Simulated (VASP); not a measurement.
# Na16N (a cell with a defect) in VASP: notebook

Runs on Na16N (a cell with a defect). Level: PBEsol. Tasks: single point.

Everything below comes from runs of VASP 6.6.1. Logs are shortened: lines on timing, memory, paths and dates and some standing lists are left out, and cuts for length are marked.

## 1. Starting point

The cell holds a defect, 17 atoms: a = 8.460 Å, b = 8.460 Å, c = 8.460 Å, α = 90.00°, β = 90.00°, γ = 90.00°.

The cell was built by a generator and needn't be a form met in nature.

## 2. Single point, PBEsol

The input, INCAR:

```
SYSTEM = Na16N
PREC = Accurate
ENCUT = 520
EDIFF = 1E-6
ISMEAR = -1
SIGMA = 0.05
LREAL = Auto
LASPH = .TRUE.
NELM = 100
ALGO = Fast
ISIF = 2
LWAVE = .FALSE.
LCHARG = .TRUE.
GGA = PS
LELF = .TRUE.
LVHAR = .TRUE.
NBANDS = 72
```

The input, KPOINTS:

```
regular mesh
0
G
  2 2 2
  0 0 0
```

The input, POSCAR:

```
Na16N
1.0
    8.4600000000      0.0000000000      0.0000000000
    0.0000000000      8.4600000000      0.0000000000
    0.0000000000      0.0000000000      8.4600000000
Na N
16 1
Direct
   -0.1365957447     -0.0719385343     -0.1234751773
    0.5002482270      0.0630378251     -0.0670449173
   -0.0389007092      0.3246690307     -0.1008747045
    0.0663120567      0.1179905437      0.5582742317
    0.3267966903      0.2184160757      0.3256619385
    0.5715366430      0.5299645390     -0.0283215130
    0.5073167849     -0.0418439716      0.4621276596
    0.6764657210      0.2451536643      0.3309338061
    0.0120567376      0.4696453901      0.4496217494
    0.3401063830      0.6520567376      0.1999054374
    0.2794208038      0.2551063830      0.7751182033
    0.5162411348      0.5491134752      0.5157919622
    0.7403191489      0.8070803783      0.1981678487
    0.6925059102      0.2660874704      0.6823404255
    0.2283806147      0.8230378251      0.9665957447
    0.6769030733      0.7591607565      0.7327186761
    0.5776595745      0.8002245863      1.0084633570
```

Potentials or basis: VASP PAW PBE potentials, release 64 (Na_pv, N).

Launch:

```bash
$ cat potpaw_PBE.64/Na_pv/POTCAR potpaw_PBE.64/N/POTCAR > POTCAR
$ mpirun -np 1 vasp_std > vasp.out
```

OUTCAR:

```text
SYSTEM = Na16N
   PREC = Accurate
   ENCUT = 520
   EDIFF = 1E-6
   ISMEAR = -1
   LREAL = Auto
   LASPH = .TRUE.
   NELM = 100
   ISIF = 2
   GGA = PS

 ion  position               nearest neighbor table
   1  0.863  0.928  0.877-  16 2.45
   2  0.500  0.063  0.933-
   3  0.961  0.325  0.899-
   4  0.066  0.118  0.558-
   5  0.327  0.218  0.326-
   6  0.572  0.530  0.972-
   7  0.507  0.958  0.462-
   8  0.676  0.245  0.331-
   9  0.012  0.470  0.450-
  10  0.340  0.652  0.200-  15 2.62
  11  0.279  0.255  0.775-
  12  0.516  0.549  0.516-
  13  0.740  0.807  0.198-  17 2.11
  14  0.693  0.266  0.682-
  15  0.228  0.823  0.967-  10 2.62
  16  0.677  0.759  0.733-   1 2.45
  17  0.578  0.800  0.008-  13 2.11

  LATTYP: Found a simple cubic cell.
 ALAT       =     8.4600000000

  Lattice vectors:

 A1 = (   8.4600000000,   0.0000000000,   0.0000000000)
 A2 = (   0.0000000000,   8.4600000000,   0.0000000000)
 A3 = (   0.0000000000,   0.0000000000,   8.4600000000)

Analysis of symmetry for initial positions (statically):
=====================================================================
 Subroutine PRICEL returns:
 Original cell was already a primitive cell.

 Routine SETGRP: Setting up the symmetry group for a
 simple cubic supercell.

 Subroutine GETGRP returns: Found  1 space group operations
 (whereof  1 operations were pure point group operations)
 out of a pool of 48 trial point group operations.

The static configuration has the point symmetry C_1 .

Analysis of symmetry for dynamics (positions and initial velocities):
=====================================================================
 Subroutine PRICEL returns:
 Original cell was already a primitive cell.

 Routine SETGRP: Setting up the symmetry group for a
 simple cubic supercell.

 Subroutine GETGRP returns: Found  1 space group operations
 (whereof  1 operations were pure point group operations)
 out of a pool of 48 trial point group operations.

The dynamic configuration has the point symmetry C_1 .

 Subroutine INISYM returns: Found  1 space group operations
 (whereof  1 operations are pure point group operations),
 and found     1 'primitive' translations

----------------------------------------------------------------------------------------

                                     Primitive cell

  volume of cell :     605.4957

  direct lattice vectors                    reciprocal lattice vectors
     8.460000000  0.000000000  0.000000000     0.118203310  0.000000000  0.000000000
     0.000000000  8.460000000  0.000000000     0.000000000  0.118203310  0.000000000
     0.000000000  0.000000000  8.460000000     0.000000000  0.000000000  0.118203310

  length of vectors
     8.460000000  8.460000000  8.460000000     0.118203310  0.118203310  0.118203310

  position of ions in fractional coordinates (direct lattice)
     0.863404255  0.928061466  0.876524823
     0.500248227  0.063037825  0.932955083
     0.961099291  0.324669031  0.899125295
     0.066312057  0.117990544  0.558274232
     0.326796690  0.218416076  0.325661938
     0.571536643  0.529964539  0.971678487
[... 9 lines left out ...]
     0.676903073  0.759160757  0.732718676
     0.577659574  0.800224586  0.008463357

  ion indices of the primitive-cell ions
   primitive index   ion index
                 1           1
                 2           2
                 3           3
                 4           4
                 5           5
                 6           6
[... 9 lines left out ...]
                16          16
                17          17

----------------------------------------------------------------------------------------

 KPOINTS: regular mesh

Automatic generation of k-mesh.
 Grid dimensions read from file:
 generate k-points for:    2    2    2

 Generating k-lattice:

  Cartesian coordinates                     Fractional coordinates (reciprocal lattice)
     0.059101655  0.000000000  0.000000000     0.500000000  0.000000000  0.000000000
     0.000000000  0.059101655  0.000000000     0.000000000  0.500000000  0.000000000
     0.000000000  0.000000000  0.059101655     0.000000000  0.000000000  0.500000000

  Length of vectors
     0.059101655  0.059101655  0.059101655

  Shift w.r.t. Gamma in fractional coordinates (k-lattice)
     0.000000000  0.000000000  0.000000000

 Subroutine IBZKPT returns following result:
 ===========================================

 Found      8 irreducible k-points:

 Following reciprocal coordinates:
            Coordinates               Weight
  0.000000  0.000000  0.000000      1.000000
  0.500000  0.000000  0.000000      1.000000
  0.000000  0.500000  0.000000      1.000000
  0.000000  0.000000  0.500000      1.000000
  0.500000  0.500000  0.000000      1.000000
  0.000000  0.500000  0.500000      1.000000
  0.500000  0.000000  0.500000      1.000000
  0.500000  0.500000  0.500000      1.000000
   k-points           NKPTS =      8   k-points in BZ     NKDIM =      8   number of bands    NBANDS=     72
   number of dos      NEDOS =    301   number of ions     NIONS =     17
   total plane-waves  NPLWV = 262144
   dimension x,y,z NGX =    64 NGY =   64 NGZ =   64
   dimension x,y,z NGXF=   128 NGYF=  128 NGZF=  128
   ions per type =              16   1
   NGX,Y,Z   is equivalent  to a cutoff of  12.58, 12.58, 12.58 a.u.
   NGXF,Y,Z  is equivalent  to a cutoff of  25.15, 25.15, 25.15 a.u.
 SYSTEM =  Na16N
   PREC   = accura    normal or accurate (medium, high low for compatibility)
   ISTART =      0    job   : 0-new  1-cont  2-samecut
   ICHARG =      2    charge: 1-file 2-atom 10-const
   ISPIN  =      1    spin polarized calculation?
   LNONCOLLINEAR =      F non collinear calculations
   LSORBIT =      F    spin-orbit coupling
   LASPH  =      T    aspherical Exc in radial PAW
   ENCUT  =  520.0 eV  38.22 Ry    6.18 a.u.  15.73 15.73 15.73*2*pi/ulx,y,z
   NELM   =    100;   NELMIN=  2; NELMDL= -5     # of ELM steps
   EDIFF  = 0.1E-05   stopping-criterion for ELM
   LREAL  =      T    real-space projection
   EDIFFG = 0.1E-04   stopping-criterion for IOM
   NSW    =      0    number of steps for IOM
   IBRION =     -1    ionic relax: 0-MD 1-quasi-New 2-CG
   NFREE  =      0    steps in history (QN), initial steepest desc. (CG)
   ISIF   =      2    stress and relaxation
   ISYM   =      2    0-nonsym 1-usesym 2-fastsym
   POTIM  = 0.5000    time-step for ionic-motion
   TEBEG  =    0.0;   TEEND  =   0.0 temperature during run
   PSTRESS=    0.0 pullay stress
   NELECT =     117.0000    total number of electrons
   NUPDOWN=      -1.0000    fix difference up-down
   EMIN   =  10.00;   EMAX   =-10.00  energy-range for DOS
   EFERMI =   0.00;   METHOD = LEGACY
   ISMEAR =    -1;   SIGMA  =   0.05  broadening in eV -4-tet -1-fermi 0-gaus
   EFERMI_NEDOS =   21; number of points for ismear=-14 and -15
   IALGO  =     68    algorithm
   IMIX   =      4    mixing-type and parameters
     AMIX     =   0.40;   BMIX     =  1.00
     AMIX_MAG =   1.60;   BMIX_MAG =  1.00
  volume/ion in A,a.u.               =      35.62       240.36
  Fermi-wavevector in a.u.,A,eV,Ry     =   0.946455  1.788540 12.187775  0.895776
  Thomas-Fermi vector in A             =   2.074454
   LORBIT       =      0    0 simple, 1 ext, 2 COOP (PROOUT), +10 PAW based schemes
   GGA     = PS    functional components
   LHFCALC =     F    Hartree Fock is set to
   AEXX    =    0.0000 exact exchange contribution
   IVDW    =     0    specifies the selected vdW correction
   LEPSILON=     F    determine dielectric tensor
   LRPA    =     F    only Hartree local field effects (RPA)
 non-spin polarized calculation
 RMM-DIIS sequential band-by-band and
  energy-cutoff  :      520.00
  volume of cell :      605.50
 maximum number of plane-waves:     16384
 NGX is ok and might be reduce to    64
   NGX = 31   NGY = 31   NGZ = 31

 number of electron     117.0000000 magnetization

 Free energy of the ion-electron system (eV)
  ---------------------------------------------------
  ext. energy  EPLUGINS =         0.00000000
  ---------------------------------------------------
  free energy    TOTEN  =       -25.86914296 eV

  energy without entropy =      -25.80445436  energy(sigma->0) =      -25.83679866

 E-fermi :   0.1691     XC(G=0):  -6.4197

 val. band max:        0.1593763424   @ k =   0.5000   0.0000   0.0000
 cond. band min:       0.1923698466   @ k =   0.5000   0.0000   0.0000
 fundamental gap:      0.0329935043
 Fermi energy:         0.1690965321

 k-point     1 :       0.0000    0.0000    0.0000
  band No.  band energies     occupation
      1     -25.1474      2.00000
      2     -25.1417      2.00000
      3     -25.0145      2.00000
      4     -24.9923      2.00000
      5     -24.9887      2.00000
      6     -24.9710      2.00000
[... 62 lines left out ...]
     69       2.0942      0.00000
     70       2.2774      0.00000

 k-point     2 :       0.5000    0.0000    0.0000
  band No.  band energies     occupation
      1     -25.1479      2.00000
      2     -25.1411      2.00000
      3     -25.0145      2.00000
      4     -24.9925      2.00000
      5     -24.9887      2.00000
      6     -24.9708      2.00000
[... 62 lines left out ...]
     69       2.3848      0.00000
     70       2.5430      0.00000

 k-point     3 :       0.0000    0.5000    0.0000
  band No.  band energies     occupation
      1     -25.1474      2.00000
      2     -25.1417      2.00000
      3     -25.0145      2.00000
      4     -24.9924      2.00000
      5     -24.9886      2.00000
      6     -24.9710      2.00000
[... 354 lines left out ...]
     69       2.5733      0.00000
     70       2.7484      0.00000

 k-point     8 :       0.5000    0.5000    0.5000
  band No.  band energies     occupation
      1     -25.1474      2.00000
      2     -25.1417      2.00000
      3     -25.0145      2.00000
      4     -24.9925      2.00000
      5     -24.9886      2.00000
      6     -24.9708      2.00000
[... 62 lines left out ...]
     69       2.7303      0.00000
     70       2.8708      0.00000
 [bands above 70 left out]

------------------------ aborting loop because EDIFF is reached ----------------------------------------

  FORCE on cell =-STRESS in cart. coord.  units (eV):
  Direction    XX          YY          ZZ          XY          YZ          ZX
  --------------------------------------------------------------------------------------
  -------------------------------------------------------------------------------------
  Total        3.9119499      3.6457827      5.1705097     -0.3386317     -0.5502116      3.7663875
  in kB       10.3512495      9.6469555     13.6814727     -0.8960395     -1.4558924      9.9660828
  external PRESSURE =      11.2265592 kB  Pullay stress =       0.0000000 kB

 VOLUME and BASIS-vectors are now :
 -----------------------------------------------------------------------------
  energy-cutoff  :      520.00
  volume of cell :      605.50
      direct lattice vectors                 reciprocal lattice vectors
     8.460000000  0.000000000  0.000000000     0.118203310  0.000000000  0.000000000
     0.000000000  8.460000000  0.000000000     0.000000000  0.118203310  0.000000000
     0.000000000  0.000000000  8.460000000     0.000000000  0.000000000  0.118203310

 POSITION                                       TOTAL-FORCE (eV/Angst)
 -----------------------------------------------------------------------------------
      7.30440      7.85140      7.41540         0.249858      0.427704      0.558751
      4.23210      0.53330      7.89280         0.437607     -0.520011      0.540444
      8.13090      2.74670      7.60660        -0.027415      0.317368      0.502326
      0.56100      0.99820      4.72300        -0.470540     -0.671225     -0.229744
      2.76470      1.84780      2.75510        -0.399670      0.353028     -0.412220
      4.83520      4.48350      8.22040         0.075925     -0.222174      0.066099
[... 9 lines left out ...]
      5.72660      6.42250      6.19880        -0.468986     -0.250540      0.075395
      4.88700      6.76990      0.07160        -0.827287      0.088682     -1.035904
 -----------------------------------------------------------------------------------
    total drift:                                0.000543     -0.000096      0.000536

  FREE ENERGIE OF THE ION-ELECTRON SYSTEM (eV)
  ---------------------------------------------------
  free  energy   TOTEN  =       -25.8691429580 eV

  energy  without entropy=      -25.8044543615  energy(sigma->0) =      -25.83679866
```

Wall time 5.9 min (1 thread of Intel Xeon 6975P-C (Granite Rapids), shared host); peak memory 0.63 GiB.

What came out:

- Free energy: -25.8691 eV
- Pressure: 1.1 GPa
- Largest force: 1.329 eV/Å
- Band gap on the k mesh: none (metal or under the smearing width)

Forces on the atoms (eV/Å):
```
Na   0.250  0.428  0.559
Na   0.438 -0.520  0.540
Na  -0.027  0.317  0.502
Na  -0.471 -0.671 -0.230
Na  -0.400  0.353 -0.412
Na   0.076 -0.222  0.066
Na  -0.176 -0.280  0.281
Na   0.596  0.158 -0.568
Na  -0.051  0.345  0.028
Na   0.324 -0.027  0.327
Na   0.345  0.488 -0.144
Na  -0.298 -0.225 -0.086
Na   0.572 -0.104  0.749
Na  -0.088 -0.093 -0.058
Na   0.207  0.215 -0.593
Na  -0.469 -0.251  0.075
N   -0.827  0.089 -1.036
```

Caveat: the k mesh is coarse (spacing up to 0.37 Å⁻¹), so the values aren't converged; the PAW data sets were made with another functional, which shifts forces and pressure a little.

## 3. Single point, PBEsol

The input, INCAR:

```
SYSTEM = Na16N
ALGO = Fast ; EDIFF = 1E-7
ENCUT = 520 ; GGA = PS
ISIF = 2 ; ISMEAR = -1
LASPH = .TRUE. ; LCHARG = .FALSE.
LREAL = Auto ; LWAVE = .FALSE.
NBANDS = 72 ; NELM = 100
PREC = Accurate ; SIGMA = 0.05
```

The input, KPOINTS:

```
k-points
0
G
  2 2 2
  0 0 0
```

The input, POSCAR:

```
Na16N
1.0
    8.4600000000      0.0000000000      0.0000000000
    0.0000000000      8.4600000000      0.0000000000
    0.0000000000      0.0000000000      8.4600000000
Na N
16 1
Direct
   -0.1470449173     -0.0794917258     -0.0902718676
    0.5401418440      0.0547044917     -0.1161702128
   -0.0491252955      0.3396335697     -0.0439834515
   -0.0349645390      0.0720094563      0.5616903073
    0.2607683215      0.2041134752      0.3119976359
    0.6831205674      0.4950827423     -0.0214184397
    0.5050827423     -0.0741371158      0.4071985816
    0.6738534279      0.3233806147      0.2859929078
    0.0070921986      0.4875413712      0.3728605201
    0.4006737589      0.6377777778      0.2705673759
    0.2722695035      0.3117257683      0.8031914894
    0.4433215130      0.5263356974      0.6100709220
    0.7990661939      0.8047281324      0.2221985816
    0.6961111111      0.2743853428      0.6779196217
    0.2418439716      0.8381442080      0.9569858156
    0.6386643026      0.7538061466      0.6963947991
    0.6239716312      0.7952955083      0.9630023641
```

Potentials or basis: VASP PAW PBE potentials, release 64 (Na_pv, N).

Launch:

```bash
$ cat potpaw_PBE.64/Na_pv/POTCAR potpaw_PBE.64/N/POTCAR > POTCAR
$ mpirun -np 1 vasp_std > vasp.out
```

OUTCAR:

```text
SYSTEM = Na16N
   EDIFF = 1E-7
   ENCUT = 520
   GGA = PS
   ISIF = 2
   ISMEAR = -1
   LASPH = .TRUE.
   LREAL = Auto
   NELM = 100
   PREC = Accurate

 ion  position               nearest neighbor table
   1  0.853  0.921  0.910-  17 2.25
   2  0.540  0.055  0.884-
   3  0.951  0.340  0.956-   6 2.63
   4  0.965  0.072  0.562-
   5  0.261  0.204  0.312-
   6  0.683  0.495  0.979-   3 2.63
   7  0.505  0.926  0.407-
   8  0.674  0.323  0.286-
   9  0.007  0.488  0.373-
[... 804 lines left out ...]
  -------------------------------------------------------------------------------------
  Total        4.6371787      2.2166200      1.6451628     -0.4894606     -1.2788369     -0.8901292
  in kB       12.2702476      5.8653068      4.3531977     -1.2951415     -3.3838777     -2.3553342
  external PRESSURE =       7.4962507 kB  Pullay stress =       0.0000000 kB

 VOLUME and BASIS-vectors are now :
 -----------------------------------------------------------------------------
  energy-cutoff  :      520.00
  volume of cell :      605.50
      direct lattice vectors                 reciprocal lattice vectors
     8.460000000  0.000000000  0.000000000     0.118203310  0.000000000  0.000000000
     0.000000000  8.460000000  0.000000000     0.000000000  0.118203310  0.000000000
     0.000000000  0.000000000  8.460000000     0.000000000  0.000000000  0.118203310

 POSITION                                       TOTAL-FORCE (eV/Angst)
 -----------------------------------------------------------------------------------
      7.21600      7.78750      7.69630         0.478890      0.133973     -0.021264
      4.56960      0.46280      7.47720        -0.210464     -0.296578      0.597665
      8.04440      2.87330      8.08790         0.578515     -0.318589      0.184071
      8.16420      0.60920      4.75190         0.255857     -0.156517     -0.174903
      2.20610      1.72680      2.63950         0.032569      0.033265     -0.155122
      5.77920      4.18840      8.27880        -0.870016      1.196230     -0.034154
[... 9 lines left out ...]
      5.40310      6.37720      5.89150         0.439260      0.118870      0.090918
      5.27880      6.72820      8.14700        -0.185208     -0.253968      0.482652
 -----------------------------------------------------------------------------------
    total drift:                               -0.000143      0.000695     -0.002118

  FREE ENERGIE OF THE ION-ELECTRON SYSTEM (eV)
  ---------------------------------------------------
  free  energy   TOTEN  =       -25.7725332939 eV

  energy  without entropy=      -25.6925044981  energy(sigma->0) =      -25.73251890
```

Run time: 6.4 min. Hardware: 1 thread of Intel Xeon 6975P-C (Granite Rapids), shared host; peak memory 0.63 GiB.

What came out:

```yaml
Free_energy: -25.7725 eV
Pressure: 0.7 GPa
Largest_force: 1.480 eV/Å
Band_gap_on_the_k_mesh: none (metal or under the smearing width)
```

Forces in eV/Å, atoms in the order of the input:
```
Na   0.479  0.134 -0.021
Na  -0.210 -0.297  0.598
Na   0.579 -0.319  0.184
Na   0.256 -0.157 -0.175
Na   0.033  0.033 -0.155
Na  -0.870  1.196 -0.034
Na  -0.017  0.636  0.104
Na  -0.093 -0.364  0.200
Na   0.050  0.150  0.269
Na  -0.058 -0.262 -0.667
Na  -0.131 -0.259  0.065
Na  -0.428 -0.146 -0.262
Na  -0.261 -0.139 -0.202
Na   0.073  0.088 -0.447
Na   0.346 -0.159 -0.030
Na   0.439  0.119  0.091
N   -0.185 -0.254  0.483
```

Caveat: the k mesh is coarse (spacing up to 0.37 Å⁻¹), so the values aren't converged; the PAW data sets were made with another functional, which shifts forces and pressure a little.
